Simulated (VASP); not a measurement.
Output of a VASP run:

OSZICAR:
```
       N       E                     dE             d eps       ncg     rms          rms(c)
DAV:   1     0.303672754584E+03    0.30367E+03   -0.15182E+04   720   0.174E+03
DAV:   2     0.740467645682E+01   -0.29627E+03   -0.28706E+03   856   0.452E+02
DAV:   3    -0.155963361139E+02   -0.23001E+02   -0.22735E+02   820   0.144E+02
DAV:   4    -0.162851615920E+02   -0.68883E+00   -0.68819E+00   758   0.259E+01
DAV:   5    -0.163115921069E+02   -0.26431E-01   -0.26429E-01   810   0.510E+00    0.802E+00
DAV:   6    -0.143565639586E+02    0.19550E+01   -0.10434E+01   936   0.270E+01    0.272E+00
DAV:   7    -0.143503709026E+02    0.61931E-02   -0.45146E-01   726   0.464E+00    0.156E+00
DAV:   8    -0.143464177953E+02    0.39531E-02   -0.10144E-01   724   0.396E+00    0.488E-01
DAV:   9    -0.143440266525E+02    0.23911E-02   -0.19448E-02   822   0.108E+00    0.100E-01
DAV:  10    -0.143451821452E+02   -0.11555E-02   -0.15098E-03   720   0.419E-01    0.270E-02
DAV:  11    -0.143451749250E+02    0.72201E-05   -0.10978E-04   760   0.106E-01    0.106E-02
DAV:  12    -0.143451853589E+02   -0.10434E-04   -0.39765E-05   794   0.658E-02    0.966E-03
DAV:  13    -0.143451838601E+02    0.14987E-05   -0.13048E-05   848   0.403E-02    0.144E-03
DAV:  14    -0.143451839108E+02   -0.50664E-07   -0.59461E-07   732   0.630E-03
   1 F= -.14798595E+02 E0= -.14798595E+02  d E =0.000000E+00
```

OUTCAR:
```
------------------------ aborting loop because EDIFF is reached ----------------------------------------
 Edisp (eV)   -0.45341
  FORCE on cell =-STRESS in cart. coord.  units (eV):
  Direction    XX          YY          ZZ          XY          YZ          ZX
  --------------------------------------------------------------------------------------
  Total      -0.01711    -0.01711    -0.01711     0.00000     0.00000    -0.00000
  in kB      -0.51824    -0.51824    -0.51824     0.00000     0.00000    -0.00000
  external pressure =       -0.52 kB  Pullay stress =        0.00 kB
  volume of cell :       52.88
      direct lattice vectors                 reciprocal lattice vectors
     0.000000000  2.979171605  2.979171605    -0.167831890  0.167831890  0.167831890
     2.979171605  0.000000000  2.979171605     0.167831890 -0.167831890  0.167831890
     2.979171605  2.979171605  0.000000000     0.167831890  0.167831890 -0.167831890
 POSITION                                       TOTAL-FORCE (eV/Angst)
 -----------------------------------------------------------------------------------
      0.00000      0.00000      0.00000        -0.000000     -0.000000     -0.000000
      1.48959      1.48959      1.48959        -0.000000      0.000000      0.000000
      4.46876      4.46876      4.46876         0.000000     -0.000000     -0.000000
 -----------------------------------------------------------------------------------
    total drift:                                0.000000     -0.000000      0.000000
  FREE ENERGIE OF THE ION-ELECTRON SYSTEM (eV)
  ---------------------------------------------------
  free  energy   TOTEN  =       -14.7985948986 eV

  energy  without entropy=      -14.7985948986  energy(sigma->0) =      -14.79859490

 total charge

# of ion       s       p       d       tot
------------------------------------------
    1        1.553   0.280   9.864  11.698
    2        1.742   4.323   0.000   6.065
    3        1.742   4.323   0.000   6.065
--------------------------------------------------
tot          5.037   8.927   9.864  23.828

 Electric field gradients after diagonalization (V/A^2)
 (convention: |V_zz| > |V_xx| > |V_yy|)
----------------------------------------------------------------------
 ion       V_xx      V_yy      V_zz     asymmetry (V_yy - V_xx)/ V_zz
----------------------------------------------------------------------
   1       0.001     0.001    -0.002       0.000
   2      -0.003    -0.003     0.006       0.000
   3      -0.003    -0.003     0.006       0.000
```
(Selected blocks of OUTCAR.)

### POSCAR
```
PbF2
1
    0.0000000000     2.9791716049     2.9791716049
    2.9791716049     0.0000000000     2.9791716049
    2.9791716049     2.9791716049     0.0000000000
Pb F
1 2
Direct
  0.0000000000   0.0000000000   0.0000000000
  0.2500000000   0.2500000000   0.2500000000
  0.7500000000   0.7500000000   0.7500000000
```

**Question.** Reconstruct the remaining input files.

**Answer.** This is not unique; one that fits is the input of the run itself, PBE GGA with D3 dispersion (Becke-Johnson damping), plane waves, VASP's PBE PAW potentials (set 64).

### INCAR
```
ALGO  =  Normal
EDIFF  =  1E-7
ENCUT  =  520
GGA  =  PE
ISIF  =  2
ISMEAR  =  -5
IVDW  =  12
LASPH  =  .TRUE.
LCHARG  =  .TRUE.
LEFG  =  .TRUE.
LMAXMIX  =  4
LORBIT  =  11
LREAL  =  .FALSE.
LWAVE  =  .FALSE.
NEDOS  =  601
NELM  =  100
PREC  =  Accurate
SYSTEM  =  PbF2
```

KPOINTS:
```
Automatic mesh
0
Gamma
7 7 7
0 0 0
```

POTCAR, in this order: Pb_d F (PBE.64 set). Program: vasp_std.

The compound is PbF2 in the fluorite structure, the β form. It was relaxed first.
